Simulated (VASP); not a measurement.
An input for Ansatz (written as the equivalent of a VASP run, and not itself run):

Ansatz 0.2 input:
```yaml
crystal:
  lattice:
    - [1.9012038, -3.2929816, 0.0000000]
    - [1.9012038, 3.2929816, 0.0000000]
    - [0.0000000, 0.0000000, 6.2293906]
  atoms:
    - { symbol: Zn, position: [0.6666670, 0.3333330, 0.5001497] }
    - { symbol: Zn, position: [0.3333330, 0.6666670, 0.0001497] }
    - { symbol: S, position: [0.6666670, 0.3333330, 0.8748503] }
    - { symbol: S, position: [0.3333330, 0.6666670, 0.3748503] }
kpoints:
  mp_grid: { grid: [6, 6, 4] }
hamiltonian:
  xc: pbe
  dispersion: d3bj
  pseudopotentials: { kind: paw }
scf:
  occupations: { method: gaussian, width: 0.05 }
  max_iter: 100
relax:
  max_steps: 60
  f_tol: 0.02
  cell: {}
output: { forces: true, stress: true, eigenvalues: true }
```

Problem. Translate this input to VASP (INCAR, KPOINTS, POSCAR, choice of POTCAR).

Solution. One answer among several that fit: 
KPOINTS:
```
Regular mesh
0
G
  6 6 4
```

File POSCAR:
```
ZnS
1
    1.9012038406    -3.2929816055     0.0000000000
    1.9012038406     3.2929816055    -0.0000000000
    0.0000000000     0.0000000000     6.2293906017
Zn S
2 2
Direct
  0.6666670000   0.3333330000   0.5001496791
  0.3333330000   0.6666670000   0.0001496791
  0.6666670000   0.3333330000   0.8748503209
  0.3333330000   0.6666670000   0.3748503209
```

INCAR:
```
# general
SYSTEM  = ZnS
PREC    = Accurate
ENCUT   = 520
LREAL   = .False.
LASPH   = .True.

# electronic loop
EDIFF   = 1E-6
NELM    = 100
ALGO    = Normal
LMAXMIX = 4

# smearing
ISMEAR  = 0
SIGMA   = 0.05

# functional
GGA     = PE
IVDW    = 12

# ions
IBRION  = 2
NSW     = 60
ISIF    = 3
EDIFFG  = -0.02

# output
LWAVE   = .False.
LCHARG  = .False.
```

POTCAR, in this order: Zn S (PBE.64 set). Program: vasp_std.

Limits of the translation: each code has its own PAW files, so the cut-off isn't converted (ENCUT is set for VASP's; basis.ecutwfc is left out, and Ansatz then takes the one that its files recommend); Ansatz stops its SCF on the density residual and VASP on the energy change (EDIFF).

The compound is ZnS in the wurtzite structure, the high-temperature form. It was relaxed first. The start is the result of an earlier pass.
